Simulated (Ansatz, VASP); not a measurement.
# Zn2C in two plane-wave programs, part 2 of 2

Wanted: the spread between two codes on one cell, functional and k mesh. The cell is generated by rule, not measured, and may not be a known phase. Of the first pair: The two relaxations start from unlike cells of this crystal (the structure described is Ansatz's start), so only their ends are compared.

VASP 6.6.1 and Ansatz 0.2.0.

So far: Set-up; Ansatz: relaxation of cell and atoms, PBEsol, pair 1; VASP: relaxation of cell and atoms, PBEsol, pair 1; Differences.

### 5. VASP: relaxation of cell and atoms, PBEsol, pair 2

Level of this step: PBEsol; plane waves and PAW (C, Zn); invented cell (VASP).

The relaxed volume is the usual yardstick between codes: in a stiff, nearly cubic crystal its relative difference is about their pressure difference at one cell divided by the bulk modulus. Its start cell is another than that of the pair before, and may be another structure of the material.

The input, INCAR:

```
SYSTEM = Zn2C
PREC = Accurate
ENCUT = 600
EDIFF = 1E-07
NELM = 120
ISMEAR = 1
SIGMA = 0.15
LREAL = .FALSE.
ALGO = Normal
GGA = PS
NBANDS = 20
LORBIT = 11
LWAVE = .FALSE.
LCHARG = .FALSE.
ISIF = 3
IBRION = 2
NSW = 80
EDIFFG = -0.005
LASPH = .TRUE.
GGA_COMPAT = .FALSE.
NELMIN = 4
KPAR = 2
```

The input, POSCAR:

```
Zn2C
1.0
    0.0000000000      2.5650470000      2.5650470000
    2.5650470000      0.0000000000      2.5650470000
    2.5650470000      2.5650470000      0.0000000000
C Zn
1 2
Direct
    0.0000000000      0.0000000000      0.0000000000
    0.2500000975      0.2500000975      0.2500000975
    0.7500000975      0.7500000975      0.7500000975
```

The input, KPOINTS:

```
Automatic mesh
0
Gamma
12 12 12
0 0 0
```

PAW data sets: C and Zn (PBE family, release 64).

Launch:

```
$ mpirun -np 2 vasp_std
```

Numbers of over 12 decimals in the logs are rounded to 6 here.

The program printed:

```text
[banner, memory and clock lines left out]
running    2 mpi-ranks, on    1 nodes
[...]
[... a notice as in an earlier step ...]

 LDA part: xc-table for (Slater+PW92), standard interpolation
 POSCAR, INCAR and KPOINTS ok, starting setup
[...]
entering main loop
       N       E                     dE             d eps       ncg     rms          rms(c)
DAV:   1     0.147967618160E+03    0.14797E+03   -0.15535E+04  2928   0.240E+03
DAV:   2    -0.194454818968E+01   -0.14991E+03   -0.14388E+03  2904   0.357E+02
DAV:   3    -0.123822509178E+02   -0.10438E+02   -0.10220E+02  3220   0.938E+01
DAV:   4    -0.126027841098E+02   -0.22053E+00   -0.22005E+00  3080   0.125E+01
[...]
DAV:  13    -0.107784972192E+02    0.56973E-06   -0.80393E-07  3148   0.674E-03    0.296E-03
DAV:  14    -0.107784969875E+02    0.23162E-06   -0.40309E-07  3024   0.716E-03    0.653E-04
DAV:  15    -0.107784969835E+02    0.40231E-08   -0.79644E-08  2040   0.174E-03
   1 F= -.10778497E+02 E0= -.10778546E+02  d E =-.107785E+02
[...]
DAV:   8    -0.107786682762E+02   -0.51215E-07   -0.13656E-07  1664   0.747E-03
   2 F= -.10778668E+02 E0= -.10778716E+02  d E =-.171293E-03
 trial-energy change:   -0.000171  1 .order   -0.000177   -0.000739    0.000385
 step:   0.6504(harm=  0.6573)  dis= 0.00000  next Energy=   -10.778736 (dE=-0.239E-03)
[...]
N       E                     dE             d eps       ncg     rms          rms(c)
DAV:   1    -0.107802244805E+02   -0.15563E-02   -0.16550E-02  3236   0.272E+00    0.274E-01
DAV:   2    -0.107789229142E+02    0.13016E-02   -0.45302E-03  3196   0.177E+00    0.105E-01
DAV:   3    -0.107787869835E+02    0.13593E-03   -0.10504E-04  3356   0.134E-01    0.528E-02
DAV:   4    -0.107787420708E+02    0.44913E-04   -0.12658E-05  4124   0.701E-02    0.167E-02
DAV:   5    -0.107787364344E+02    0.56364E-05   -0.55185E-06  4612   0.345E-02    0.142E-03
DAV:   6    -0.107787364359E+02   -0.14165E-08   -0.11006E-06  2948   0.912E-03    0.841E-04
DAV:   7    -0.107787362658E+02    0.17001E-06   -0.43271E-08  1508   0.462E-03    0.362E-04
DAV:   8    -0.107787362345E+02    0.31318E-07   -0.28060E-08  1480   0.323E-03
   3 F= -.10778736E+02 E0= -.10778784E+02  d E =-.239251E-03
[...]
reached required accuracy - stopping structural energy minimisation
```

OUTCAR, selected parts (step 5):

```text
  Total        0.0006952      0.0006952      0.0006952     -0.0000000     -0.0000000      0.0000000
  in kB        0.0328692      0.0328692      0.0328692     -0.0000000     -0.0000000      0.0000000
  external PRESSURE =       0.0328692 kB  Pullay stress =       0.0000000 kB

 POSITION                                       TOTAL-FORCE (eV/Angst)
 -----------------------------------------------------------------------------------
      0.00000      0.00000     -0.00000        -0.000000     -0.000000     -0.000000
      1.28418      1.28418      1.28418        -0.000000     -0.000000     -0.000000
      3.85255      3.85255      3.85255         0.000000      0.000000      0.000000
 -----------------------------------------------------------------------------------
    total drift:                               -0.000113     -0.000113     -0.000113

  FREE ENERGIE OF THE ION-ELECTRON SYSTEM (eV)
  ---------------------------------------------------
  free  energy   TOTEN  =       -10.7787362345 eV

  energy  without entropy=      -10.7788794781  energy(sigma->0) =      -10.77878398

[... 1 part as in an earlier step ...]

[... 3 further parts left out ...]
[key lines of the parts left out:]
E-fermi :   4.6727
```

### 6. Ansatz: relaxation of cell and atoms, PBEsol, pair 2

The same cell, functional, mesh and smearing now go to Ansatz, which takes its cutoff from its data sets.

The cell is taken from a series of runs on this material, whose earlier steps may have relaxed, scaled, displaced or heated it; both programs get it as it stands.

The input, input.yaml:

```yaml
crystal:
  lattice:
    - [0.0, 2.5650471037, 2.5650471037]
    - [2.5650471037, 0.0, 2.5650471037]
    - [2.5650471037, 2.5650471037, 0.0]
  atoms:
    - { symbol: C, position: [0.0, 0.0, 0.0] }
    - { symbol: Zn, position: [0.25, 0.25, 0.25] }
    - { symbol: Zn, position: [0.75, 0.75, 0.75] }
kpoints:
  mp_grid: { grid: [12, 12, 12] }
hamiltonian:
  xc: pbesol
scf:
  occupations: { method: methfessel_paxton, width: 0.15 }
output:
  forces: true
  stress: true
  eigenvalues: true
relax:
  adjacent_minimum: "off"
  f_tol: 0.001
  max_steps: 60
  cell: { stress_tol: 0.01 }
```

Launch:

```
$ ansatz run input.yaml --threads 4 --pin off --max-ram 7168MiB --backend cpu --events-out ev --progress --plain --runs-dir out
```

The program printed:

```text
[...]
Crystal: 3 atoms, lattice volume = 33.753 Å³
Basis set: ecut = 420 eV, 645 PW (Γ), exchange–correlation on 50×50×50 points (8 copies of the dense FFT grid, shifted against one another)
Bands: 18, of which v1, the nominal top of the filled ones, is band 14 counted from 1 (13 counted from 0)
Symmetry: 48 space group operations
[...]
k-points: 72 of 1728
[...]
--- Relaxed structure (1 steps of the walk, 1 accepted, 1 SCFs on fresh bases) ---
[...]
cell:  # Å, volume = 33.7533 Å³
    - [0.0, 2.5650471037, 2.5650471037]
    - [2.5650471037, 0.0, 2.5650471037]
    - [2.5650471037, 2.5650471037, 0.0]
  atoms:
    - { symbol: C, position: [0.0, 0.0, 0.0] }
    - { symbol: Zn, position: [0.25, 0.25, 0.25] }
    - { symbol: Zn, position: [0.75, 0.75, 0.75] }
[key lines of the parts left out:]
SCF converged after 6 iterations
Free energy (F): -6806.478924 eV
Fermi energy:    12.440434 eV
P = ⅓ Tr σ = -0.0007 GPa (-0.007 kbar)
```

### 7. Differences

The two programs side by side:

```csv
quantity,Ansatz,VASP,difference
volume (Å³),33.75,33.88,-0.39 %
"edge a after relaxation, in the typed setting (Å)",3.627,3.632,-0.13 %
```

### 8. VASP: relaxation of cell and atoms, PBEsol, pair 3

The relaxed volume is the usual yardstick between codes: in a stiff, nearly cubic crystal its relative difference is about their pressure difference at one cell divided by the bulk modulus.

Edit INCAR of step 5 so:

```diff
@@ -5,4 +5,4 @@
 NELM = 120
-ISMEAR = 1
-SIGMA = 0.15
+ISMEAR = 0
+SIGMA = 0.1
 LREAL = .FALSE.
```

The input, POSCAR:

```
Zn2C
1.0
    0.0000000000      2.5633970000      2.5633970000
    2.5633970000      0.0000000000      2.5633970000
    2.5633970000      2.5633970000      0.0000000000
C Zn
1 2
Direct
    0.0000000000      0.0000000000      0.0000000000
    0.2500000975      0.2500000975      0.2500000975
    0.7500000975      0.7500000975      0.7500000975
```

KPOINTS is that of step 5.

Launch:

```
$ mpirun -np 2 vasp_std
```

The program printed:

```text
[... set-up lines as in an earlier step ...]
 entering main loop
       N       E                     dE             d eps       ncg     rms          rms(c)
DAV:   1     0.150699419378E+03    0.15070E+03   -0.15649E+04  2952   0.241E+03
DAV:   2    -0.158537435202E+01   -0.15228E+03   -0.14641E+03  2908   0.361E+02
DAV:   3    -0.123930629821E+02   -0.10808E+02   -0.10611E+02  3208   0.955E+01
DAV:   4    -0.126064662434E+02   -0.21340E+00   -0.21305E+00  3136   0.126E+01
[...]
DAV:  13    -0.107783191923E+02    0.55176E-06   -0.85963E-07  3164   0.684E-03    0.300E-03
DAV:  14    -0.107783189504E+02    0.24198E-06   -0.41837E-07  3036   0.750E-03    0.665E-04
DAV:  15    -0.107783189458E+02    0.45484E-08   -0.79469E-08  2028   0.173E-03
   1 F= -.10778319E+02 E0= -.10778254E+02  d E =-.107783E+02
[...]
N       E                     dE             d eps       ncg     rms          rms(c)
DAV:   1    -0.108061003068E+02   -0.27781E-01   -0.30796E-01  3224   0.118E+01    0.117E+00
[...]
DAV:   8    -0.107787062000E+02   -0.48585E-07   -0.25255E-07  2016   0.105E-02
   2 F= -.10778706E+02 E0= -.10778640E+02  d E =-.387254E-03
 trial-energy change:   -0.000387  1 .order   -0.000397   -0.001677    0.000883
 step:   0.6499(harm=  0.6551)  dis= 0.00000  next Energy=   -10.778861 (dE=-0.542E-03)
[...]
N       E                     dE             d eps       ncg     rms          rms(c)
DAV:   1    -0.107822455501E+02   -0.35394E-02   -0.37580E-02  3232   0.410E+00    0.413E-01
DAV:   2    -0.107792856922E+02    0.29599E-02   -0.10327E-02  3200   0.268E+00    0.158E-01
DAV:   3    -0.107789757120E+02    0.30998E-03   -0.24172E-04  3376   0.205E-01    0.796E-02
DAV:   4    -0.107788732669E+02    0.10245E-03   -0.29072E-05  4112   0.106E-01    0.252E-02
DAV:   5    -0.107788604123E+02    0.12855E-04   -0.12600E-05  4640   0.522E-02    0.216E-03
DAV:   6    -0.107788604493E+02   -0.36969E-07   -0.25071E-06  2968   0.137E-02    0.127E-03
DAV:   7    -0.107788602061E+02    0.24316E-06   -0.97756E-08  1588   0.683E-03    0.536E-04
DAV:   8    -0.107788601568E+02    0.49281E-07   -0.62243E-08  1508   0.475E-03
   3 F= -.10778860E+02 E0= -.10778794E+02  d E =-.541211E-03
[...]
reached required accuracy - stopping structural energy minimisation
```

From OUTCAR (step 8):

```text
  Total        0.0003646      0.0003646      0.0003646      0.0000000     -0.0000000      0.0000000
  in kB        0.0172371      0.0172371      0.0172371      0.0000000     -0.0000000      0.0000000
  external PRESSURE =       0.0172371 kB  Pullay stress =       0.0000000 kB

 POSITION                                       TOTAL-FORCE (eV/Angst)
 -----------------------------------------------------------------------------------
      0.00000      0.00000      0.00000        -0.000000     -0.000000      0.000000
      1.28420      1.28420      1.28420         0.000000      0.000000      0.000000
      3.85259      3.85259      3.85259        -0.000000     -0.000000     -0.000000
 -----------------------------------------------------------------------------------
    total drift:                               -0.000113     -0.000113     -0.000113

  FREE ENERGIE OF THE ION-ELECTRON SYSTEM (eV)
  ---------------------------------------------------
  free  energy   TOTEN  =       -10.7788601568 eV

  energy  without entropy=      -10.7787280838  energy(sigma->0) =      -10.77879412

[... 2 parts as in an earlier step ...]

[... 2 further parts left out ...]
[key lines of the parts left out:]
E-fermi :   4.7091
```

### 9. Ansatz: relaxation of cell and atoms, PBEsol, pair 3

The same cell, functional, mesh and smearing now go to Ansatz, which takes its cutoff from its data sets.

The cell is taken from a series of runs on this material, whose earlier steps may have relaxed, scaled, displaced or heated it; both programs get it as it stands.

The input, input.yaml:

```yaml
crystal:
  lattice:
    - [0.0, 2.563397091, 2.563397091]
    - [2.563397091, 0.0, 2.563397091]
    - [2.563397091, 2.563397091, 0.0]
  atoms:
    - { symbol: C, position: [0.0, 0.0, 0.0] }
    - { symbol: Zn, position: [0.25, 0.25, 0.25] }
    - { symbol: Zn, position: [0.75, 0.75, 0.75] }
kpoints:
  mp_grid: { grid: [12, 12, 12] }
hamiltonian:
  xc: pbesol
scf:
  occupations: { method: gaussian, width: 0.1 }
output:
  forces: true
  stress: true
  eigenvalues: true
  write_density: true
  write_potential: true
  elf: true
  volumetric_format: npy
relax:
  adjacent_minimum: "off"
  f_tol: 0.005
  max_steps: 80
  cell: { stress_tol: 0.05 }
```

Launch:

```
$ ansatz run input.yaml --threads 4 --pin off --max-ram 7168MiB --backend cpu --events-out ev --progress --plain --runs-dir out
```

The program printed:

```text
[...]
Crystal: 3 atoms, lattice volume = 33.688 Å³
Basis set: ecut = 420 eV, 645 PW (Γ), exchange–correlation on 50×50×50 points (8 copies of the dense FFT grid, shifted against one another)
Bands: 18, of which v1, the nominal top of the filled ones, is band 14 counted from 1 (13 counted from 0)
Symmetry: 48 space group operations
[...]
k-points: 72 of 1728
[...]
k-point 71: bands = [... 10 lower, 5.6647, 7.3367, 7.4350, 7.4350, 16.3353, 17.7091, 17.7138, 17.7138]
--- Relaxed structure (3 steps of the walk, 3 accepted, 1 SCFs on fresh bases) ---
[...]
cell:  # Å, volume = 33.7533 Å³
    - [0, 2.565047, 2.565047]
    - [2.565047, 0, 2.565047]
    - [2.565047, 2.565047, 0]
  atoms:
    - { symbol: C, position: [0, 0, 0] }
    - { symbol: Zn, position: [0.250000, 0.250000, 0.250000] }
    - { symbol: Zn, position: [0.750000, 0.750000, 0.750000] }
[key lines of the parts left out:]
SCF converged after 8 iterations
Free energy (F): -6806.479096 eV
Fermi energy:    12.477140 eV
P = ⅓ Tr σ = 0.0018 GPa (0.018 kbar)
```

### 10. Differences

Both answers:

```csv
quantity,Ansatz,VASP,difference
volume (Å³),33.75,33.89,-0.39 %
"edge a after relaxation, in the typed setting (Å)",3.627,3.632,-0.13 %
```

### 11. What came out

| Quantity | Value |
| --- | --- |
| difference in volume (relaxation of cell and atoms, PBEsol, pair 1) | -0.53 % |
| difference in volume (relaxation of cell and atoms, PBEsol, pair 2) | -0.39 % |
| difference in volume (relaxation of cell and atoms, PBEsol, pair 3) | -0.39 % |

In words: The difference in volume is -0.53 % (relaxation of cell and atoms, PBEsol, pair 1), within the 1.2 % picked in this series as the mark of a large difference, as far as the stopping tolerances let one tell. 1 further run of this series is not shown here. Such differences can come from data sets, numerical settings and the points named under the comparisons, not from the functional's error against experiment.

[Lines on the potential files, build, host, timing and source positions are cut from VASP's logs without a mark.]

[Logs are printed without paths, hosts, clocks, repeated set-up lines and the standing remarks that a program may print on its own settings, such as how far it seeks lower states.]

[Hosts, paths, dates, database ids (printed as entryN), source tags and the programs' standing remarks are cut or masked in the printed files.]
